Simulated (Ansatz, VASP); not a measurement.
# WS2 (Tungstenite) in two plane-wave programs

Aim: how closely do two programs agree when they are given the same cell, functional and k mesh? The cell is taken from a series of runs on this material, whose earlier steps may have relaxed, scaled, displaced or heated it; both programs get it as it stands.

Program: Ansatz 0.2.0. Level of theory: plane waves, with VASP 6.6.1 beside it; relaxation of cell and atoms at PBEsol with D4. Results are calculated unless marked as measured.

### 1. The structure

Symmetry: R3m, No. 160, trigonal system. The conventional cell has a = 3.131 Å, b = 3.131 Å, c = 17.903 Å, α = 90.00°, β = 90.00°, γ = 120.00°. Nearest to W lie 6 S at 2.39 Å. Nearest to S lie 3 W at 2.39 Å. Nearest to S lie 3 W at 2.39 Å. Farther neighbours and most contacts between anions are not listed.

### 2. Ansatz: relaxation of cell and atoms, PBEsol with D4

Ansatz runs on its default PAW (the set named soft_2) files.

The relaxed volume is the usual yardstick between codes: in a stiff, nearly cubic crystal its relative difference is about their pressure difference at one cell divided by the bulk modulus.

input.yaml

```yaml
crystal:
  lattice:
    - [1.5654989469, 0.9038412384, 5.967671263]
    - [-1.5654989469, 0.9038412384, 5.967671263]
    - [0.0, -1.8076824768, 5.967671263]
  atoms:
    - { symbol: W, position: [0.9993485747, -0.0006514253, -0.0006514253] }
    - { symbol: S, position: [0.7535829541, 0.7535829541, 0.7535829541] }
    - { symbol: S, position: [0.5783684712, 0.5783684712, 0.5783684712] }
kpoints:
  mp_grid: { grid: [12, 12, 12] }
hamiltonian:
  xc: pbesol
  dispersion: d4
scf:
  occupations: { method: fixed }
output:
  forces: true
  stress: true
  eigenvalues: true
relax:
  adjacent_minimum: "off"
  f_tol: 0.001
  max_steps: 60
  cell: { stress_tol: 0.01 }
```

On the command line:

```console
$ ansatz run input.yaml --threads 2 --pin off --max-ram 5120MiB --backend cpu --events-out ev --progress --plain --runs-dir out
```

Numbers of over 12 decimals in the logs are rounded to 6 here.

The program printed:

```text
basis.fft_grid_basis auto: the FFT boxes are laid along the combinations [[1, 0, -1], [0, 1, -1], [0, 0, 1]] of the cell's own vectors, 3.131, 3.131 and 6.235 Å long. The dense box has 24×24×45 points. Along the cell's own vectors, as sized, it would have 45×45×45, 3.52 times as many. Of the 6 symmetry operations that the crystal satisfies within crystal.symmetry.tolerance (time reversal apart; of a slab, those that  [...]
Engine: ansatz 0.2.0, x86_64-unknown-linux-gnu
Pseudopotentials: kind: paw
Pseudopotential: W, paw, valence charge 14, recommended cutoff 420 eV (normal), W.paw.azcp
Pseudopotential: S, paw, valence charge 6, recommended cutoff 420 eV (normal), S.paw.azcp
Functional definition: PBEsol
  exchange = pbesol_x
  correlation = pbesol_c
Crystal: 3 atoms, lattice volume = 50.664 Å³
Basis set: ecut = 420 eV, 997 PW (Γ), FFT grids on a1−a3, a2−a3, a3, exchange–correlation on 48×48×90 points (8 copies of the dense FFT grid, shifted against one another)
Bands: 17, of which v1, the nominal top of the filled ones, is band 13 counted from 1 (12 counted from 0)
Symmetry: 6 space group operations
Space group: R3m (ITA 160), of the structure as read, at distance tolerance 3.7e-5 Å
k-points: 189 of 1728 (time reversal used)
Non-local potential: W, projectors of the file, l = 0: 3, l = 1: 2, l = 2: 2, l = 3: 1
Non-local potential: S, projectors of the file, l = 0: 2, l = 1: 2, l = 2: 2
PAW form: soft (Blöchl's): semilocal exchange-correlation on the pseudo side does not see the compensation charge
PAW frozen core: W, regenerated for the run's functional, and the local potential with it (the file was generated under x = pbe(κ = 0.804, μ = 0.219515), c = pbe(β = 0.066725))
PAW frozen core: S, regenerated for the run's functional, and the local potential with it (the file was generated under x = pbe(κ = 0.804, μ = 0.219515), c = pbe(β = 0.066725))
PAW one-centre angular grid: W, 590 points (default); XC on 64 Gauss nodes
PAW one-centre angular grid: S, 110 points (default); XC on 64 Gauss nodes
Initial density: superposition of atomic densities (neutral atoms: chi_scale 0, normalization atom), corrected by the library's trained network
Initial wavefunctions: pseudopotential atomic-orbital guess
Functional: x = pbesol(κ = 0.804, μ = 0.123457), c = pbesol(β = 0.046)
SCF iter   1: F=—  HF=-12029.864626 eV  |F-HF|=—  |Δ(HF+E_count)|=         —  Δρ=8.16e-3  dr2=4.45e-2  ethr=1.77e-3  ⟨swp⟩=5.0  Hψ=15938  notcnv=0  defer=319
preconditioner: auto → none  [insulator: Δε(μ)=0.815 eV  Ē_g=8.915 eV  n_scr=16 (ndim 8)  ℏωp=22.1 eV  f_vac=0.007  ε∞_Penn≈7.2]
SCF iter   2: F=—  HF=-12029.875829 eV  |F-HF|=—  |Δ(HF+E_count)|=   1.12e-2  Δρ=7.86e-3  dr2=1.03e-1  ethr=1.71e-4  ⟨swp⟩=3.0  Hψ=6721  notcnv=0  defer=375
SCF iter   3: F=—  HF=-12029.860635 eV  |F-HF|=—  |Δ(HF+E_count)|=   1.52e-2  Δρ=2.75e-3  dr2=5.93e-3  ethr=1.71e-4  ⟨swp⟩=2.4  Hψ=5008  notcnv=0  defer=376
SCF iter   4: F=—  HF=-12029.860519 eV  |F-HF|=—  |Δ(HF+E_count)|=   1.15e-4  Δρ=1.05e-3  dr2=1.72e-4  ethr=2.28e-5  ⟨swp⟩=2.1  Hψ=4486  notcnv=0  defer=378
SCF iter   5: F=—  HF=-12029.860739 eV  |F-HF|=—  |Δ(HF+E_count)|=   2.19e-4  Δρ=1.92e-4  dr2=9.40e-6  ethr=6.61e-7  ⟨swp⟩=2.1  Hψ=4836  notcnv=0  defer=323
SCF iter   6: F=—  HF=-12029.860755 eV  |F-HF|=—  |Δ(HF+E_count)|=   1.70e-5  Δρ=8.49e-5  dr2=1.31e-5  ethr=3.61e-8  ⟨swp⟩=2.0  Hψ=4823  notcnv=0  defer=15
SCF iter   7: F=-12029.860753 eV  HF=-12029.860753 eV  |F-HF|=5.70e-8  |Δ(HF+E_count)|=   2.37e-6  Δρ=1.43e-5  dr2=3.73e-8  ethr=3.85e-10  ⟨swp⟩=6.9  Hψ=19254  notcnv=0
SCF 1 converged in 7 iterations: F = -12029.860753 eV  dr2 = 3.73e-8
  greatest PAW one-centre occupation: 1.000 electrons in one spin orbital (limit 2), on the W atom at site 0 (counted from 0), in its partial waves of l = 0
relax step   1: F+E_penalty+E_count = -12029.86075318 eV  Δ(F+E_penalty+E_count) = +0.000e0 eV  max|allowed force component| = 3.784e-4 eV/Å  Δτ_max = 0.0000 Å  P = -0.006 GPa  Ω = 50.664 Å³  (7 SCF iters, dr2 threshold 1.00e-7 eV, accepted)
[...]
relax step   2: F+E_penalty+E_count = -12029.86075531 eV  Δ(F+E_penalty+E_count) = -2.129e-6 eV  max|allowed force component| = 3.583e-4 eV/Å  Δτ_max = 0.0003 Å  P = +0.001 GPa  Ω = 50.653 Å³  energy of the carried Pulay correction = +1.857e-6 eV  (6 SCF iters, dr2 threshold 4.58e-10 eV, accepted)
[...]
relax step   3: F+E_penalty+E_count = -12029.86075269 eV  Δ(F+E_penalty+E_count) = +2.624e-6 eV  max|allowed force component| = 3.558e-4 eV/Å  Δτ_max = 0.0000 Å  P = +0.001 GPa  Ω = 50.653 Å³  stress off target by 1.40e-3 GPa  SCF on the basis re-selected at this cell (its energy is not comparable with the rows above)  (7 SCF iters)
basis re-selected at this cell: Δ(F+E_penalty+E_count) = +2.624e-6 eV, ΔP = +0.000 GPa vs the last step (what re-selecting the basis moved, of the pressure what is left beyond the Pulay correction that the steps carried, after the strain that the cell walked since its last selection, with what the two solves' SCF thresholds leave and, on support functions, any second-order correction that the steps lacked; it is no m [...]
SCF converged after 7 iterations
Free energy (F): -12029.860753 eV
Harris-Foulkes:  -12029.860753 eV  (|F-HF|=3.64e-12)
Internal energy: -12029.860753 eV  (E = F + TS)
E sigma→0 (E₀):  -12029.860753 eV
Fermi energy:    12.614088 eV
--- Per-component energies (eV) ---
  E_band       = -167.735501
  E_kinetic    = 668.355432
  E_local      = -1620.360779  (includes V_loc(G=0)·N_el)
  E_nonlocal   = 60.454429
  E_hartree    = 638.630943
  E_xc         = -459.422484
  E_vxc        = -415.951912  (∫ρ·V_xc dr)
  E_paw        = -9604.598107  (= ΣΔE_a)
  E_vpaw       = -137.494497  (= ΣTr[D̂ρ^β])
  E_aug_tail   = -0.000066  (compensation charges beyond the density's cutoff)
  E_ewald      = -1712.456479
  E_disp       = -0.809333  (pairwise vdW)
  E_core_change = 0.345691  (= ΣΔE_core)
  E_smearing   = -0.000000  (= −TS)
  E_closure    = 0.000000  (closes the sum)
  Σ components = -12029.860753   (vs F -12029.860753, Δ=0.00e0)
--- Forces (eV/Å), atoms counted from 1 ---
  atom   1  W      0.00000000    -0.00000000     0.00005862
  atom   2  S      0.00000000     0.00000000    -0.00035572
  atom   3  S      0.00000000    -0.00000000     0.00029731
  max |Σ_I F_I| component: 2.20e-7 eV/Å
--- Stress (GPa, compression-positive) ---
        0.001402       0.000000       0.000000
        0.000000       0.001402       0.000000
        0.000000       0.000000      -0.000331
  P = ⅓ Tr σ = 0.0008 GPa (0.008 kbar)
--- Band table (eV; the first three rows and the last of 189) ---
  k-point 0: bands = [... 9 lower, 10.2278, 10.2278, 11.0822, 11.2427, 14.7317, 14.7317, 15.1022, 15.1022]
  k-point 1: bands = [... 9 lower, 9.7874, 10.0297, 11.0532, 11.4046, 14.6429, 14.7664, 14.9119, 15.0390]
  k-point 2: bands = [... 9 lower, 9.4401, 9.5746, 10.9735, 11.2528, 14.0226, 14.7659, 14.9558, 15.4443]
  k-point 188: bands = [... 9 lower, 8.9479, 10.2829, 10.2829, 12.6141, 14.8324, 14.8324, 14.9304, 14.9304]
--- Relaxed structure (2 steps of the walk, 2 accepted, 1 SCFs on fresh bases) ---
  F+E_penalty+E_count = -12029.86075269 eV   max|allowed force component| = 3.558e-4 eV/Å   (the final SCF, on the basis selected at the relaxed cell)
  cell:  # Å, volume = 50.6535 Å³
    - [1.565499, 0.903842, 5.966407]
    - [-1.565499, 0.903842, 5.966407]
    - [0, -1.807683, 5.966407]
  atoms:
    - { symbol: W, position: [0.999349, -0.000651283, -0.000651283] }
    - { symbol: S, position: [0.753600, 0.753600, 0.753600] }
    - { symbol: S, position: [0.578351, 0.578351, 0.578351] }
```

Reading the cycles: dr2 is the Hartree energy of the density residual (eV), the measure of convergence; HF is the Harris–Foulkes estimate of the energy, which meets the free energy F at convergence.

### 3. VASP: relaxation of cell and atoms, PBEsol with D4

The same cell, functional and mesh now go to VASP, with its own data sets.

Lines of VASP's logs that name or quote its potential files are left out, and so is its time.

INCAR

```
SYSTEM = WS2
PREC = Accurate
ENCUT = 600
EDIFF = 1E-07
NELM = 120
ISMEAR = 0
SIGMA = 0.01
LREAL = .FALSE.
ALGO = Normal
GGA = PS
IVDW = 13
NBANDS = 15
LASPH = .TRUE.
LORBIT = 11
LWAVE = .FALSE.
LCHARG = .FALSE.
ISIF = 3
IBRION = 2
NSW = 80
EDIFFG = -0.005
GGA_COMPAT = .FALSE.
NELMIN = 4
EFERMI = MIDGAP
KPAR = 2
```

POSCAR

```
WS2
1.0
    1.5654990000      0.9038410000      5.9676710000
   -1.5654990000      0.9038410000      5.9676710000
    0.0000000000     -1.8076820000      5.9676710000
W S
1 2
Direct
    0.9993486013      0.9993486013      0.9993486013
    0.7535829863      0.7535829863      0.7535829863
    0.5783685126      0.5783685126      0.5783685126
```

KPOINTS

```
Automatic mesh
0
Gamma
12 12 12
0 0 0
```

The projector-augmented-wave data sets are W and S (PBE family, release 64).

On the command line:

```console
$ mpirun -np 2 vasp_std
```

The program printed:

```text
[banner, memory and clock lines left out]
running    2 mpi-ranks, on    1 nodes
 distrk:  each k-point on    1 cores,    2 groups
 distr:  one band on    1 cores,    1 groups

 POSCAR found type information on POSCAR W S
 POSCAR found :  2 types and       3 ions
|                                                                             |
|               ----> ADVICE to this user running VASP <----                  |
|                                                                             |
|     You enforced a specific xc type in the INCAR file but a different       |
|     [... a line on the potential file left out ...]
|     I HOPE YOU KNOW WHAT YOU ARE DOING!                                     |
|                                                                             |

 LDA part: xc-table for (Slater+PW92), standard interpolation
 POSCAR, INCAR and KPOINTS ok, starting setup
 FFT: planning ... GRIDC
 FFT: planning ... GRID_SOFT
 FFT: planning ... GRID
 WAVECAR not read
 entering main loop
       N       E                     dE             d eps       ncg     rms          rms(c)
DAV:   1     0.881066583486E+02    0.88107E+02   -0.88057E+03  5670   0.119E+03
DAV:   2    -0.202866368746E+02   -0.10839E+03   -0.10188E+03  7259   0.248E+02
DAV:   3    -0.265232503275E+02   -0.62366E+01   -0.61695E+01  7722   0.564E+01
DAV:   4    -0.266033029458E+02   -0.80053E-01   -0.80006E-01  7133   0.739E+00
DAV:   5    -0.266047316081E+02   -0.14287E-02   -0.14285E-02  7973   0.970E-01    0.297E+01
DAV:   6    -0.255189696997E+02    0.10858E+01   -0.26349E+00  8589   0.122E+01    0.131E+01
DAV:   7    -0.253665757188E+02    0.15239E+00   -0.86910E-01  6125   0.755E+00    0.674E+00
DAV:   8    -0.253114129547E+02    0.55163E-01   -0.14022E-01  7525   0.321E+00    0.114E+00
DAV:   9    -0.253096906750E+02    0.17223E-02   -0.16010E-02  6860   0.935E-01    0.572E-01
DAV:  10    -0.253087826718E+02    0.90800E-03   -0.75176E-03  7351   0.566E-01    0.174E-01
DAV:  11    -0.253086911899E+02    0.91482E-04   -0.94744E-04  7245   0.210E-01    0.592E-02
DAV:  12    -0.253086940928E+02   -0.29028E-05   -0.23661E-05  7728   0.405E-02    0.454E-02
DAV:  13    -0.253086981993E+02   -0.41065E-05   -0.20403E-05  7462   0.290E-02    0.225E-02
DAV:  14    -0.253086986059E+02   -0.40660E-06   -0.24236E-06  7784   0.111E-02    0.130E-02
DAV:  15    -0.253086985611E+02    0.44814E-07   -0.11454E-07  5817   0.267E-03
   1 F= -.26115214E+02 E0= -.26115214E+02  d E =-.261152E+02
[...]
2 F= -.26114998E+02 E0= -.26114998E+02  d E =0.215419E-03
[...]
3 F= -.26115310E+02 E0= -.26115310E+02  d E =-.965619E-04
[...]
4 F= -.26115310E+02 E0= -.26115310E+02  d E =-.966697E-04
[...]
5 F= -.26115334E+02 E0= -.26115334E+02  d E =-.233071E-04
 trial-energy change:   -0.000023  1 .order   -0.000023   -0.000063    0.000018
 step:   0.6838(harm=  0.6777)  dis= 0.00047  next Energy=   -26.115336 (dE=-0.252E-04)
 bond charge predicted
       N       E                     dE             d eps       ncg     rms          rms(c)
DAV:   1    -0.253073809013E+02   -0.61078E-04   -0.13806E-04  5705   0.758E-02    0.866E-03
DAV:   2    -0.253073788396E+02    0.20618E-05   -0.80242E-06  7658   0.233E-02    0.585E-03
DAV:   3    -0.253073784100E+02    0.42955E-06   -0.15126E-06  7035   0.968E-03    0.269E-03
DAV:   4    -0.253073782099E+02    0.20016E-06   -0.41978E-07  6909   0.382E-03    0.151E-03
DAV:   5    -0.253073781937E+02    0.16154E-07   -0.40233E-08  3269   0.145E-03
   6 F= -.26115336E+02 E0= -.26115336E+02  d E =-.256879E-04
 curvature:  -0.39 expect dE=-0.548E-07 dE for cont linesearch -0.168E-07
 trial: gam= 0.00000 g(F)=  0.148E-07 g(S)=  0.127E-06 ort =-0.190E-05 (trialstep = 0.832E+00)
 search vector abs. value=  0.142E-06
 reached required accuracy - stopping structural energy minimisation
```

Parts of OUTCAR (step 3):

```text
ion  position               nearest neighbor table
   1  0.999  0.999  0.999-   2 2.39   2 2.39   2 2.39   3 2.39   3 2.39   3 2.39
   2  0.754  0.754  0.754-   1 2.39   1 2.39   1 2.39
   3  0.578  0.578  0.578-   1 2.39   1 2.39   1 2.39

  LATTYP: Found a trigonal (rhomboedric) cell.
 ALAT       =     6.2354480863
 COS(alpha) =     0.8739333393

 Subroutine GETGRP returns: Found  6 space group operations
 (whereof  6 operations were pure point group operations)

The static configuration has the point symmetry C_3v.

 Found    189 irreducible k-points:

   k-points           NKPTS =    189   k-points in BZ     NKDIM =    189   number of bands    NBANDS=     15

   dimension x,y,z NGX =    50 NGY =   50 NGZ =   50
   dimension x,y,z NGXF=   100 NGYF=  100 NGZF=  100

   ENCUT  =  600.0 eV  44.10 Ry    6.64 a.u.  12.45 12.45 12.45*2*pi/ulx,y,z

   NELECT =      18.0000    total number of electrons

 k-points in reciprocal lattice and weights: Automatic mesh
   0.00000000  0.00000000  0.00000000       0.001
   0.08333333  0.00000000  0.00000000       0.003
   0.16666667 -0.00000000  0.00000000       0.003
   0.25000000  0.00000000  0.00000000       0.003
   0.33333333 -0.00000000 -0.00000000       0.003
   0.41666667  0.00000000  0.00000000       0.003
   0.50000000  0.00000000  0.00000000       0.002
   0.08333333  0.08333333  0.00000000       0.003
   0.16666667  0.08333333  0.00000000       0.007
[...]
-0.41666667  0.50000000  0.41666667       0.003
   0.50000000  0.50000000  0.50000000       0.001

 average (electrostatic) potential at core
       1 -38.9891       2 -85.2166       3 -85.2248

 E-fermi :   7.4221

 k-point     1 :       0.0000    0.0000    0.0000
  band No.  band energies     occupation
    ...
      5       3.4005      2.00000
      6       4.6630      2.00000
      7       4.6630      2.00000
      8       5.4790      2.00000
      9       5.6529      2.00000
     10       9.1699      0.00000
     11       9.1699      0.00000
     12       9.5328      0.00000
     13       9.5328      0.00000
     14      11.8518      0.00000
    ...

 k-point     2 :       0.0833    0.0000    0.0000
  band No.  band energies     occupation
    ...
      5       3.5252      2.00000
      6       4.2178      2.00000
      7       4.4638      2.00000
      8       5.4532      2.00000
      9       5.8119      2.00000
     10       9.0762      0.00000
     11       9.2027      0.00000
     12       9.3460      0.00000
     13       9.4712      0.00000
     14      12.4132      0.00000
    ...

 k-point     3 :       0.1667   -0.0000    0.0000
  band No.  band energies     occupation
    ...
      5       3.3944      2.00000
      6       3.8689      2.00000
      7       4.0060      2.00000
      8       5.3757      2.00000
      9       5.6543      2.00000
     10       8.4483      0.00000
     11       9.1940      0.00000
     12       9.4010      0.00000
     13       9.8749      0.00000
     14      13.4977      0.00000
    ...

  DFT-D4 for vdW energy calculation

  Edisp (eV):   -0.80796

  Total       0.00055     0.00055    -0.00270     0.00000     0.00000     0.00000
  in kB       0.01744     0.01744    -0.08570     0.00000     0.00000     0.00000
  external pressure =       -0.02 kB  Pullay stress =        0.00 kB

  energy-cutoff  :      600.00
  volume of cell :       50.57
      direct lattice vectors                 reciprocal lattice vectors
     1.563879285  0.902905858  5.968754949     0.319717772  0.184589196  0.055846376
    -1.563879285  0.902905858  5.968754949    -0.319717772  0.184589196  0.055846376
    -0.000000000 -1.805811716  5.968754949     0.000000000 -0.369178393  0.055846376

 POSITION                                       TOTAL-FORCE (eV/Angst)
 -----------------------------------------------------------------------------------
     -0.00000      0.00000     17.89463         0.000000     -0.000000     -0.000173
     -0.00000      0.00000     13.49408        -0.000000     -0.000000      0.000449
     -0.00000      0.00000     10.35617        -0.000000      0.000000     -0.000276
 -----------------------------------------------------------------------------------
    total drift:                               -0.000000     -0.000003      0.000130

  FREE ENERGIE OF THE ION-ELECTRON SYSTEM (eV)
  ---------------------------------------------------
  free  energy   TOTEN  =       -26.1153361398 eV

  energy  without entropy=      -26.1153361398  energy(sigma->0) =      -26.11533614

 reached required accuracy - stopping structural energy minimisation

 total charge
# of ion       s       p       d       tot
------------------------------------------
    1        0.574   0.740   4.342   5.656
    2        1.355   2.349   0.000   3.704
    3        1.356   2.348   0.000   3.704
--------------------------------------------------
tot          3.285   5.437   4.342  13.063

[... 3 further parts left out ...]
```

CONTCAR:

```
WS2
   1.00000000000000
     1.5638792852955397    0.9029058581142638    5.9687549493211387
    -1.5638792852955397    0.9029058581142638    5.9687549493211387
    -0.0000000000000000   -1.8058117162285277    5.9687549493211387
  W               S
     1     2
Direct
     0.9993499904304687    0.9993499904304687    0.9993499904304687
     0.7535957105721646    0.7535957105721646    0.7535957105721646
     0.5783543991973703    0.5783543991973703    0.5783543991973703
```

This run has no spin polarisation, so a moment on W, if there is one, isn't seen. The data set W keeps the semicore shell frozen, which is cheaper and a little less accurate. The run keeps the 6 symmetry operations of its start, so it cannot find a distortion of lower symmetry.

### 4. Side by side

Known differences besides the potentials themselves: fixed occupations in Ansatz, narrow Gaussian smearing in VASP; the data sets hold 26 valence electrons in Ansatz (on its default PAW (the set named soft_2) files) and 18 in VASP; the cutoff is 420 eV in Ansatz and 600 eV in VASP; Ansatz makes its cores anew for this functional, VASP keeps those of its PBE data sets; Ansatz adds a Pulay correction to the stress that steers its cell, VASP none. Total energies have different zeros and are not compared.

The two programs side by side:

| quantity | Ansatz | VASP | difference |
| --- | --- | --- | --- |
| volume (Å³) | 50.65 | 50.57 | +0.17 % |
| edge a after relaxation, in the typed setting (Å) | 6.234 | 6.236 | -0.03 % |

### 5. Outcome

```
difference in volume (relaxation of cell and atoms, PBEsol with D4) : 0.17 %
```

The difference in volume is 0.17 % (relaxation of cell and atoms, PBEsol with D4), within the 1.2 % picked in this series as the mark of a large difference, as far as the stopping tolerances let one tell. The data sets hold unlike numbers of valence electrons (26 in Ansatz and 18 in VASP), so part of the differences comes from the potentials. Such differences can come from data sets, numerical settings and the points named under the comparisons, not from the functional's error against experiment.

[Lines on the potential files, build, host, timing and source positions are cut from VASP's logs without a mark.]

[Logs are printed without paths, hosts, clocks, repeated set-up lines and the standing remarks that a program may print on its own settings, such as how far it seeks lower states.]

[Hosts, paths, dates, database ids (printed as entryN), source tags and the programs' standing remarks are cut or masked in the printed files.]
